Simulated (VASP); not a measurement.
Data:

```
CELL_PARAMETERS angstrom
      6.01364     0.00000     0.00000
      0.00000     6.01364     0.00000
      0.00000     0.00000     6.01549
ATOMIC_POSITIONS crystal
  Hg 0.00000 0.00000 0.98779
  Hg 0.50000 0.50000 0.98779
  Hg 0.50000 0.00000 0.51221
  Hg 0.00000 0.50000 0.51221
  Se 0.25000 0.25000 0.25000
  Se 0.75000 0.75000 0.25000
  S  0.75000 0.25000 0.75000
  S  0.25000 0.75000 0.75000
```

These are PBEsol GGA, VASP's PBE PAW potentials (set 64) (plane waves; VASP) values and carry that method's errors. Settings: 400 eV cut-off, 6×6×6 Γ-centred mesh, tetrahedra with Blöchl corrections, potentials Hg Se S.

The cores are frozen, which limits the accuracy of field gradients.

Task: Give the principal components of the electric field gradient (V/Å²) and the asymmetry η at each nucleus.

Result: 
| atom | Vxx | Vyy | Vzz | η |
|---|---|---|---|---|
| Hg1 | 17.2 | 0.7 | -17.9 | 0.93 |
| Hg2 | 17.2 | 0.7 | -17.9 | 0.93 |
| Hg3 | 17.2 | 0.7 | -17.9 | 0.93 |
| Hg4 | 17.2 | 0.7 | -17.9 | 0.93 |
| Se5 | -14.0 | -14.0 | 27.9 | 0.00 |
| Se6 | -14.0 | -14.0 | 27.9 | 0.00 |
| S7 | 7.3 | 7.3 | -14.7 | 0.00 |
| S8 | 7.3 | 7.3 | -14.7 | 0.00 |

The structure was generated: Hg4S2Se2 was put into an ordered model structure (P-4m2), which need not be its known phase. It was relaxed first.
